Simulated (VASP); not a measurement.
# Na2ZrS2 (I4/mmm) in VASP: a series of runs, part 2 of 2

VASP 6.6.1.

### Step 4. Relaxation of cell and atoms, PBE+D3

Input file INCAR:

```
SYSTEM = Na2ZrS2
ALGO     = Fast           ! electronic algorithm
EDIFF    = 1E-7           ! SCF threshold, eV
EDIFFG   = -0.01          ! ionic threshold
ENCUT    = 600            ! plane-wave cutoff, eV
GGA      = PE             ! functional
IBRION   = 2              ! ionic algorithm
ISIF     = 3              ! what is computed and relaxed
ISMEAR   = -1             ! smearing method
IVDW     = 11             ! dispersion correction
LASPH    = .TRUE.         ! aspherical terms in the spheres
LCHARG   = .FALSE.        ! write CHGCAR
LREAL    = .FALSE.        ! projectors in reciprocal space
LWAVE    = .FALSE.        ! write WAVECAR
NELM     = 100            ! most SCF steps
NSW      = 60             ! ionic steps
PREC     = Accurate       ! precision mode
SIGMA    = 0.05           ! smearing width, eV
```

Input file KPOINTS:

```
k-points
0
G
  6 6 6
  0 0 0
```

Input file POSCAR:

```
Na2ZrS2
1.0
   -2.4761800000      2.4761800000      4.0403500000
    2.4761800000     -2.4761800000      4.0403500000
    2.4761800000      2.4761800000     -4.0403500000
Na Zr S
2 1 2
Direct
    0.3567700000      0.3567700000      0.0000000000
    0.6432300000      0.6432300000      0.0000000000
    0.0000000000      0.0000000000      0.0000000000
    0.7500000000      0.2500000000      0.5000000000
    0.2500000000      0.7500000000      0.5000000000
```

Potentials or basis: VASP PAW PBE potentials, release 64 (Na_pv, Zr_sv, S).

On the command line:

```console
$ cat potpaw_PBE.64/Na_pv/POTCAR potpaw_PBE.64/Zr_sv/POTCAR potpaw_PBE.64/S/POTCAR > POTCAR
$ mpirun -np 1 vasp_std > vasp.out
```

OUTCAR:

```text
SYSTEM = Na2ZrS2
   EDIFF = 1E-7
   EDIFFG = -0.01
   ENCUT = 600
   GGA = PE
   IBRION = 2
   ISIF = 3
   ISMEAR = -1
   IVDW = 11
   LASPH = .TRUE.
   LREAL = .FALSE.
   NELM = 100
   NSW = 60
   PREC = Accurate
 IVDW          = 11

 ion  position               nearest neighbor table
   1  0.357  0.357  0.000-   2 2.31   5 2.62   4 2.62   4 2.62   5 2.62   3 2.88
   2  0.643  0.643  0.000-   1 2.31   4 2.62   5 2.62   4 2.62   5 2.62   3 2.88
   3  0.000  0.000  0.000-   1 2.88   2 2.88   4 3.20   5 3.20   4 3.20   5 3.20   4 3.20   5 3.20
                             4 3.20   5 3.20
   4  0.750  0.250  0.500-   1 2.62   2 2.62   1 2.62   2 2.62   3 3.20   3 3.20   3 3.20   3 3.20

   5  0.250  0.750  0.500-   1 2.62   2 2.62   1 2.62   2 2.62   3 3.20   3 3.20   3 3.20   3 3.20

  LATTYP: Found a body centered tetragonal cell.
 ALAT       =     4.9523600000
 C/A-ratio  =     1.6316867110

  Lattice vectors:

 A1 = (  -2.4761800000,   2.4761800000,   4.0403500000)
 A2 = (   2.4761800000,  -2.4761800000,   4.0403500000)
 A3 = (   2.4761800000,   2.4761800000,  -4.0403500000)

Analysis of symmetry for initial positions (statically):
=====================================================================
 Subroutine PRICEL returns:
 Original cell was already a primitive cell.

 Routine SETGRP: Setting up the symmetry group for a
 body centered tetragonal supercell.

 Subroutine GETGRP returns: Found 16 space group operations
 (whereof 16 operations were pure point group operations)
 out of a pool of 16 trial point group operations.

The static configuration has the point symmetry D_4h.

Analysis of symmetry for dynamics (positions and initial velocities):
=====================================================================
 Subroutine PRICEL returns:
 Original cell was already a primitive cell.

 Routine SETGRP: Setting up the symmetry group for a
 body centered tetragonal supercell.

 Subroutine GETGRP returns: Found 16 space group operations
 (whereof 16 operations were pure point group operations)
 out of a pool of 16 trial point group operations.

The dynamic configuration has the point symmetry D_4h.

 Subroutine INISYM returns: Found 16 space group operations
 (whereof 16 operations are pure point group operations),
 and found     1 'primitive' translations

----------------------------------------------------------------------------------------

                                     Primitive cell

  volume of cell :      99.0931

  direct lattice vectors                    reciprocal lattice vectors
    -2.476180000  2.476180000  4.040350000     0.000000000  0.201923931  0.123751655
     2.476180000 -2.476180000  4.040350000     0.201923931  0.000000000  0.123751655
     2.476180000  2.476180000 -4.040350000     0.201923931  0.201923931  0.000000000

  length of vectors
     5.346715151  5.346715151  5.346715151     0.236828516  0.236828516  0.285563562

  position of ions in fractional coordinates (direct lattice)
     0.356770000  0.356770000  0.000000000
     0.643230000  0.643230000  0.000000000
     0.000000000  0.000000000  0.000000000
     0.750000000  0.250000000  0.500000000
     0.250000000  0.750000000  0.500000000

  ion indices of the primitive-cell ions
   primitive index   ion index
                 1           1
                 2           2
                 3           3
                 4           4
                 5           5

----------------------------------------------------------------------------------------

 KPOINTS: k-points

Automatic generation of k-mesh.
 Grid dimensions read from file:
 generate k-points for:    6    6    6

 Generating k-lattice:

  Cartesian coordinates                     Fractional coordinates (reciprocal lattice)
     0.000000000  0.033653989  0.020625276     0.166666667  0.000000000  0.000000000
     0.033653989  0.000000000  0.020625276     0.000000000  0.166666667  0.000000000
     0.033653989  0.033653989  0.000000000     0.000000000  0.000000000  0.166666667

  Length of vectors
     0.039471419  0.039471419  0.047593927

  Shift w.r.t. Gamma in fractional coordinates (k-lattice)
     0.000000000  0.000000000  0.000000000

 Subroutine IBZKPT returns following result:
 ===========================================

 Found     30 irreducible k-points:

 Following reciprocal coordinates:
            Coordinates               Weight
  0.000000  0.000000  0.000000      1.000000
  0.166667  0.000000 -0.000000      8.000000
  0.333333  0.000000  0.000000      8.000000
  0.500000  0.000000 -0.000000      4.000000
  0.166667  0.166667 -0.000000      8.000000
  0.333333  0.166667 -0.000000     16.000000
[... 16 lines left out ...]
 -0.333333 -0.333333  0.166667      8.000000
 -0.166667 -0.333333  0.166667      8.000000
 [... further k-points ...]
   k-points           NKPTS =     30   k-points in BZ     NKDIM =     30   number of bands    NBANDS=     23
   number of dos      NEDOS =    301   number of ions     NIONS =      5
   total plane-waves  NPLWV = 110592
   dimension x,y,z NGX =    48 NGY =   48 NGZ =   48
   dimension x,y,z NGXF=    96 NGYF=   96 NGZF=   96
   ions per type =               2   1   2
   NGX,Y,Z   is equivalent  to a cutoff of  14.92, 14.92, 14.92 a.u.
   NGXF,Y,Z  is equivalent  to a cutoff of  29.85, 29.85, 29.85 a.u.
 SYSTEM =  Na2ZrS2
   PREC   = accura    normal or accurate (medium, high low for compatibility)
   ISTART =      0    job   : 0-new  1-cont  2-samecut
   ICHARG =      2    charge: 1-file 2-atom 10-const
   ISPIN  =      1    spin polarized calculation?
   LNONCOLLINEAR =      F non collinear calculations
   LSORBIT =      F    spin-orbit coupling
   LASPH  =      T    aspherical Exc in radial PAW
   ENCUT  =  600.0 eV  44.10 Ry    6.64 a.u.  10.68 10.68 10.68*2*pi/ulx,y,z
   NELM   =    100;   NELMIN=  2; NELMDL= -5     # of ELM steps
   EDIFF  = 0.1E-06   stopping-criterion for ELM
   LREAL  =      F    real-space projection
   EDIFFG = -.1E-01   stopping-criterion for IOM
   NSW    =     60    number of steps for IOM
   IBRION =      2    ionic relax: 0-MD 1-quasi-New 2-CG
   NFREE  =      1    steps in history (QN), initial steepest desc. (CG)
   ISIF   =      3    stress and relaxation
   ISYM   =      2    0-nonsym 1-usesym 2-fastsym
   POTIM  = 0.5000    time-step for ionic-motion
   TEBEG  =    0.0;   TEEND  =   0.0 temperature during run
   PSTRESS=    0.0 pullay stress
   NELECT =      38.0000    total number of electrons
   NUPDOWN=      -1.0000    fix difference up-down
   EMIN   =  10.00;   EMAX   =-10.00  energy-range for DOS
   EFERMI =   0.00;   METHOD = LEGACY
   ISMEAR =    -1;   SIGMA  =   0.05  broadening in eV -4-tet -1-fermi 0-gaus
   EFERMI_NEDOS =   21; number of points for ismear=-14 and -15
   IALGO  =     68    algorithm
   IMIX   =      4    mixing-type and parameters
     AMIX     =   0.40;   BMIX     =  1.00
     AMIX_MAG =   1.60;   BMIX_MAG =  1.00
  volume/ion in A,a.u.               =      19.82       133.74
  Fermi-wavevector in a.u.,A,eV,Ry     =   1.189383  2.247607 19.247221  1.414631
  Thomas-Fermi vector in A             =   2.325491
   LORBIT       =      0    0 simple, 1 ext, 2 COOP (PROOUT), +10 PAW based schemes
   GGA     = PE    functional components
   LHFCALC =     F    Hartree Fock is set to
   AEXX    =    0.0000 exact exchange contribution
   IVDW    =    11    specifies the selected vdW correction
   LEPSILON=     F    determine dielectric tensor
   LRPA    =     F    only Hartree local field effects (RPA)
 conjugate gradient relaxation of ions
 non-spin polarized calculation
 RMM-DIIS sequential band-by-band and
  energy-cutoff  :      600.00
  volume of cell :       99.09
 maximum number of plane-waves:      3336
 NGX is ok and might be reduce to    48
   NGX = 21   NGY = 21   NGZ = 21

--------------------------------------- Ionic step        1  -------------------------------------------

 number of electron      38.0000001 magnetization

 Free energy of the ion-electron system (eV)
  ---------------------------------------------------
  ext. energy  EPLUGINS =         0.00000000
  ---------------------------------------------------
  free energy    TOTEN  =       -20.59860649 eV

  energy without entropy =      -20.55234819  energy(sigma->0) =      -20.57547734

------------------------ aborting loop because EDIFF is reached ----------------------------------------

 Edisp (eV)   -1.40903

 E8    (eV) :    -0.8622
[... 249 lines left out ...]
--------------------------------------- Ionic step        7  -------------------------------------------

 number of electron      38.0000001 magnetization

 Free energy of the ion-electron system (eV)
  ---------------------------------------------------
  ext. energy  EPLUGINS =         0.00000000
  ---------------------------------------------------
  free energy    TOTEN  =       -20.59053385 eV

  energy without entropy =      -20.55077980  energy(sigma->0) =      -20.57065683

 E-fermi :   6.2742     XC(G=0):  -9.9855

 val. band max:        6.2533978199   @ k =  -0.3333   0.1667   0.0000
 cond. band min:       6.2935428972   @ k =  -0.3333   0.3333   0.0000
 fundamental gap:      0.0401450772
 Fermi energy:         6.2742108506

 k-point     1 :       0.0000    0.0000    0.0000
  band No.  band energies     occupation
      1     -44.0173      2.00000
      2     -22.0722      2.00000
      3     -21.9660      2.00000
      4     -21.9660      2.00000
      5     -18.9098      2.00000
      6     -18.3796      2.00000
[... 613 lines left out ...]
     22       7.7645      0.00000
     23       8.1960      0.00000

 [... further k-points ...]

------------------------ aborting loop because EDIFF is reached ----------------------------------------

 Edisp (eV)   -1.49472

 E8    (eV) :    -0.9072
[... 28 lines left out ...]
  FREE ENERGIE OF THE ION-ELECTRON SYSTEM (eV)
  ---------------------------------------------------
  free  energy   TOTEN  =       -22.0852585238 eV

  energy  without entropy=      -22.0455044722  energy(sigma->0) =      -22.06538150

 reached required accuracy - stopping structural energy minimisation
```

Run time: 25 min. Hardware: 1 thread of Intel Xeon Platinum 8259CL at 2.50GHz (Skylake/Cascade Lake), shared host; peak memory 0.39 GiB.

What came out:

| Item | Value |
| --- | --- |
| Free energy | -22.0853 eV |
| Relaxed volume | 18.52 Å³/atom |
| Relaxed cell | a = 5.242 Å, b = 5.242 Å, c = 5.242 Å, α = 125.23°, β = 125.23°, γ = 81.16° |
| Space group after relaxing (to 0.05 Å) | I4/mmm (No. 139) |
| Energy gained by relaxing | 15.5 meV/atom |
| Ionic steps | 7 |
| Pressure after relaxing | 0.0 GPa |
| Largest force after relaxing | 0.003 eV/Å |
| Band gap on the k mesh | none (metal or under the smearing width) |
| Dispersion energy per atom | -0.299 eV |

Forces on the atoms (eV/Å):
```
Na   0.000  0.000  0.003
Na   0.000  0.000 -0.003
Zr   0.000  0.000  0.000
S    0.000  0.000  0.000
S    0.000  0.000  0.000
```

The path:
| step | energy change (eV) | largest force (eV/Å) | pressure (GPa) | volume (Å³) |
| --- | --- | --- | --- | --- |
| 1 | 0.0000 | 0.1044 | -3.13 | 99.09 |
| 2 | -0.0688 | 0.2569 | -0.28 | 93.63 |
| 3 | -0.0692 | 0.2694 | -0.02 | 93.23 |
| 4 | -0.0753 | 0.1491 | 0.01 | 92.86 |
| 5 | -0.0775 | 0.0124 | 0.07 | 92.48 |
| 6 | -0.0775 | 0.0183 | 0.06 | 92.49 |
| 7 | -0.0776 | 0.0033 | -0.01 | 92.61 |

Final structure:
```
CELL_PARAMETERS angstrom
-2.41139 2.41139 3.98153
2.41139 -2.41139 3.98153
2.41139 2.41139 -3.98153
ATOMIC_POSITIONS crystal
Na 0.36100 0.36100 0.00000
Na 0.63900 0.63900 0.00000
Zr 0.00000 0.00000 0.00000
S 0.75000 0.25000 0.50000
S 0.25000 0.75000 0.50000
```

Levels at points of the mesh, in eV from the Fermi level:
```csv
k point,band 15,band 16,band 17,band 18,band 19,band 20,band 21,band 22,band 23
"(0.00, 0.00, 0.00)",-4.21,-3.10,-1.78,-1.78,-0.95,-0.05,0.68,2.20,2.20
"(0.50, 0.00, 0.00)",-3.95,-3.80,-3.46,-3.37,-0.09,0.08,0.89,1.99,2.13
"(0.50, 0.50, 0.00)",-4.23,-3.15,-1.88,-1.32,-0.83,0.43,0.95,1.52,1.87
"(0.50, 0.50, 0.50)",-4.53,-2.23,-2.23,-2.01,-0.63,0.41,0.52,1.20,1.20
```

Caveat: pairwise dispersion overbinds metals, which lowers pressure and volume.

### Step 5. Summary

| level | gap on the mesh (eV) | pressure (GPa) | relaxed volume (Å³/atom) |
| --- | --- | --- | --- |
| PBE | none | 0.0 | 19.42 |
| PBE+D2 | none | 0.0 | 19.16 |
| PBE+D3 | none | 0.0 | 18.52 |

Alike in all rows: task relaxation of cell and atoms; potentials or basis VASP PAW PBE potentials, release 64 (Na_pv, Zr_sv, S); no spin polarisation; cell relaxed; k mesh 6 × 6 × 6; cutoff (eV) 600; smearing fermi-dirac 0.05 eV.

Caveats: pairwise dispersion overbinds metals, which lowers pressure and volume (some runs); atom-pairwise D2, TS and ULG terms overbind metals (some runs).

Absolute energies hang on the potentials; compare differences alone.
